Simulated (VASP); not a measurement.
# VMoS3 (P4/mmm) in VASP: relaxation of cell and atoms with PBE

Aim: the relaxation of cell and atoms of VMoS3 with PBE.

Everything below comes from runs of VASP 6.6.1. Logs are shortened: lines on timing, memory, paths and dates and some standing lists are left out, and cuts for length are marked.

## (1) The structure

It takes space group P4/mmm (No. 123, tetragonal). Conventional cell: a = 5.252 Å, b = 5.252 Å, c = 4.194 Å, α = 90.00°, β = 90.00°, γ = 90.00°. Around V (site symmetry 4/mmm) lie 8 S at 3.36 Å and 4 Mo at 3.71 Å. Around Mo (site symmetry 4/mmm) lie 2 S at 2.10 Å. Around S (site symmetry mmm) lie 2 S at 2.63 Å. Around S (site symmetry 4/mmm) lie 2 Mo at 2.10 Å.

The cell was built by a generator and needn't be a form met in nature.

## (2) Relaxation of cell and atoms, PBE, collinear spin, ferromagnetic start

Input file INCAR:

```
SYSTEM = VMoS3
  PREC = Normal
  ENCUT = 520
  EDIFF = 1E-4
  ISMEAR = 0
  SIGMA = 0.15
  LREAL = .FALSE.
  LASPH = .TRUE.
  NELM = 60
  ALGO = Fast
  ISIF = 3
  LWAVE = .FALSE.
  LCHARG = .FALSE.
  ISPIN = 2
  MAGMOM = 2 1 0 0 0
  LORBIT = 11
  LMAXMIX = 4
  GGA = PE
  IBRION = 2
  NSW = 24
  EDIFFG = -0.08
```

Input file KPOINTS:

```
Automatic mesh
0
G
  3 3 3
  0 0 0
```

Input file POSCAR:

```
VMoS3
1.0
    5.2517159300      0.0000000000      0.0000000000
    0.0000000000      5.2517159300      0.0000000000
    0.0000000000      0.0000000000      4.1938959100
V Mo S
1 1 3
Direct
    0.0000000000      0.0000000000      0.0000000000
    0.5000000000      0.5000000000      0.0000000000
    0.5000000000      0.0000000000      0.5000000000
    0.0000000000      0.5000000000      0.5000000000
    0.5000000000      0.5000000000      0.5000000000
```

Potentials or basis: VASP PAW PBE potentials, release 64 (V_sv, Mo_sv, S).

The run is started by

```bash
$ cat potpaw_PBE.64/V_sv/POTCAR potpaw_PBE.64/Mo_sv/POTCAR potpaw_PBE.64/S/POTCAR > POTCAR
$ mpirun -np 1 vasp_std > vasp.out
```

OUTCAR:

```text
SYSTEM = VMoS3
   PREC = Normal
   ENCUT = 520
   EDIFF = 1E-4
   ISMEAR = 0
   LREAL = .FALSE.
   LASPH = .TRUE.
   NELM = 60
   ISIF = 3
   ISPIN = 2
   LORBIT = 11
   GGA = PE
   IBRION = 2
   NSW = 24
   EDIFFG = -0.08

 ion  position               nearest neighbor table
   1  0.000  0.000  0.000-
   2  0.500  0.500  0.000-   5 2.10   5 2.10
   3  0.500  0.000  0.500-   5 2.63   5 2.63
   4  0.000  0.500  0.500-   5 2.63   5 2.63
   5  0.500  0.500  0.500-   2 2.10   2 2.10   4 2.63   3 2.63   3 2.63   4 2.63

  LATTYP: Found a simple tetragonal cell.
 ALAT       =     5.2517159300
 C/A-ratio  =     0.7985763065

  Lattice vectors:

 A1 = (   5.2517159300,   0.0000000000,   0.0000000000)
 A2 = (   0.0000000000,   5.2517159300,   0.0000000000)
 A3 = (   0.0000000000,   0.0000000000,   4.1938959100)

Analysis of symmetry for initial positions (statically):
=====================================================================
 Subroutine PRICEL returns:
 Original cell was already a primitive cell.

 Routine SETGRP: Setting up the symmetry group for a
 simple tetragonal supercell.

 Subroutine GETGRP returns: Found 16 space group operations
 (whereof 16 operations were pure point group operations)
 out of a pool of 16 trial point group operations.

The static configuration has the point symmetry D_4h.

Analysis of symmetry for dynamics (positions and initial velocities):
=====================================================================
 Subroutine PRICEL returns:
 Original cell was already a primitive cell.

 Routine SETGRP: Setting up the symmetry group for a
 simple tetragonal supercell.

 Subroutine GETGRP returns: Found 16 space group operations
 (whereof 16 operations were pure point group operations)
 out of a pool of 16 trial point group operations.

The dynamic configuration has the point symmetry D_4h.

Analysis of structural, dynamic, and magnetic symmetry:
=====================================================================
 Subroutine PRICEL returns:
 Original cell was already a primitive cell.

 Routine SETGRP: Setting up the symmetry group for a
 simple tetragonal supercell.

 Subroutine GETGRP returns: Found 16 space group operations
 (whereof 16 operations were pure point group operations)
 out of a pool of 16 trial point group operations.

[... 112 lines left out ...]
   GGA     = PE    functional components
   LHFCALC =     F    Hartree Fock is set to
   AEXX    =    0.0000 exact exchange contribution
   IVDW    =     0    specifies the selected vdW correction
   LEPSILON=     F    determine dielectric tensor
   LRPA    =     F    only Hartree local field effects (RPA)
 conjugate gradient relaxation of ions
 spin polarized calculation
 RMM-DIIS sequential band-by-band and
 Gauss-broadening in eV      SIGMA  =   0.15
  energy-cutoff  :      520.00
  volume of cell :      115.67
 maximum number of plane-waves:      3132
   NGX = 19   NGY = 19   NGZ = 15

--------------------------------------- Ionic step        1  -------------------------------------------

 number of electron      45.0000053 magnetization       2.4349459

 Free energy of the ion-electron system (eV)
  ---------------------------------------------------
  ext. energy  EPLUGINS =         0.00000000
  ---------------------------------------------------
  free energy    TOTEN  =       -24.98401663 eV

  energy without entropy =      -24.92206933  energy(sigma->0) =      -24.95304298

------------------------ aborting loop because EDIFF is reached ----------------------------------------

  FORCE on cell =-STRESS in cart. coord.  units (eV):
  Direction    XX          YY          ZZ          XY          YZ          ZX
  --------------------------------------------------------------------------------------
  -------------------------------------------------------------------------------------
  Total       -5.7949189     -5.7949189      7.3822099      0.0000000      0.0000000     -0.0000000
  in kB      -80.2671500    -80.2671500    102.2531907      0.0000000      0.0000000     -0.0000000
  external PRESSURE =     -19.4270365 kB  Pullay stress =       0.0000000 kB
[... 65 lines left out ...]
--------------------------------------- Ionic step        3  -------------------------------------------

 number of electron      44.9999999 magnetization       3.0755637

 E-fermi :   5.3594     XC(G=0):  -9.8692

 val. band max:        5.3575725604   @ k =   0.3333   0.0000   0.3333
 cond. band min:       5.3810622849   @ k =   0.3333   0.0000   0.0000
 fundamental gap:      0.0234897246
 Fermi energy:         5.3594286148

 spin component 1

 k-point     1 :       0.0000    0.0000    0.0000
  band No.  band energies     occupation
      1     -59.7386      1.00000
      2     -55.5982      1.00000
      3     -33.6196      1.00000
      4     -33.6079      1.00000
      5     -33.6079      1.00000
      6     -30.0716      1.00000
[... 531 lines left out ...]
--------------------------------------- Ionic step        7  -------------------------------------------

 number of electron      44.9999959 magnetization       2.3759749

 Free energy of the ion-electron system (eV)
  ---------------------------------------------------
  ext. energy  EPLUGINS =         0.00000000
  ---------------------------------------------------
  free energy    TOTEN  =       -26.64602619 eV

  energy without entropy =      -26.59418907  energy(sigma->0) =      -26.62010763

 E-fermi :   6.9094     XC(G=0): -10.5254

 val. band max:        6.8899041236   @ k =   0.3333   0.3333   0.0000
 cond. band min:       6.9290384565   @ k =   0.3333   0.0000   0.0000
 fundamental gap:      0.0391343329
 Fermi energy:         6.9093758956

 spin component 1

 k-point     1 :       0.0000    0.0000    0.0000
  band No.  band energies     occupation
      1     -58.2296      1.00000
      2     -53.7215      1.00000
      3     -32.0993      1.00000
      4     -32.0993      1.00000
      5     -32.0898      1.00000
      6     -28.2363      1.00000
[... 408 lines left out ...]
  FREE ENERGIE OF THE ION-ELECTRON SYSTEM (eV)
  ---------------------------------------------------
  free  energy   TOTEN  =       -26.6460261940 eV

  energy  without entropy=      -26.5941890695  energy(sigma->0) =      -26.62010763

 reached required accuracy - stopping structural energy minimisation

 total charge

# of ion       s       p       d       tot
------------------------------------------
    1        2.136   6.024   3.009  11.168
    2        2.240   6.126   4.097  12.462
    3        1.418   2.141   0.000   3.559
    4        1.418   2.141   0.000   3.559
    5        1.373   2.319   0.000   3.692
--------------------------------------------------
tot          8.584  18.751   7.106  34.441

 magnetization (x)

# of ion       s       p       d       tot
------------------------------------------
    1        0.049   0.018   2.671   2.739
    2       -0.011   0.001  -0.745  -0.755
    3        0.005  -0.062   0.000  -0.057
    4        0.005  -0.062   0.000  -0.057
    5        0.005   0.060   0.000   0.065
--------------------------------------------------
tot          0.053  -0.045   1.926   1.934
```

It took 2.6 min on 1 thread of Intel Xeon 6975P-C (Granite Rapids), shared host; peak memory 0.19 GiB.

Results:

| Property | Result |
| --- | --- |
| Free energy | -26.6460 eV |
| Relaxed volume | 19.26 Å³/atom |
| Relaxed cell | a = 4.701 Å, b = 4.701 Å, c = 4.357 Å, α = 90.00°, β = 90.00°, γ = 90.00° |
| Space group after relaxing (to 0.05 Å) | P4/mmm (No. 123) |
| Energy gained by relaxing | 332.4 meV/atom |
| Ionic steps | 7 |
| Pressure after relaxing | 0.3 GPa |
| Band gap on the k mesh | none (metal or under the smearing width) |
| Net moment | 2.38 μB per cell |
| Site moments | V +2.74; Mo -0.76; S -0.06, +0.07 μB |
| Valence electrons inside the program's atomic spheres | V 11.17; Mo 12.46; S 3.56, 3.69 |

The path:
```csv
step,energy change (eV),largest force (eV/Å),pressure (GPa),volume (Å³)
1,0.0000,0.0000,-1.94,115.67
2,-1.3119,0.0000,-8.15,110.44
3,-1.3204,0.0000,-7.88,110.64
4,-1.5484,0.0000,-1.75,97.03
5,-1.6303,0.0000,-1.45,96.02
6,-1.6611,0.0000,-0.15,96.25
7,-1.6620,0.0000,0.27,96.29
```

Final structure:
```yaml
crystal:
  lattice:
    - [4.70079, 0.00000, 0.00000]
    - [0.00000, 4.70079, 0.00000]
    - [0.00000, 0.00000, 4.35739]
  atoms:
    - { symbol: V, position: [0.00000, 0.00000, 0.00000] }
    - { symbol: Mo, position: [0.50000, 0.50000, 0.00000] }
    - { symbol: S, position: [0.50000, 0.00000, 0.50000] }
    - { symbol: S, position: [0.00000, 0.50000, 0.50000] }
    - { symbol: S, position: [0.50000, 0.50000, 0.50000] }
```

Caveat: the k mesh is coarse (spacing up to 0.50 Å⁻¹), so the values aren't converged; the volume moved by over 15 % at a fixed basis, so the end points are rough; the relaxation stopped at a loose force limit of 0.08 eV/Å, so its end isn't a converged minimum.
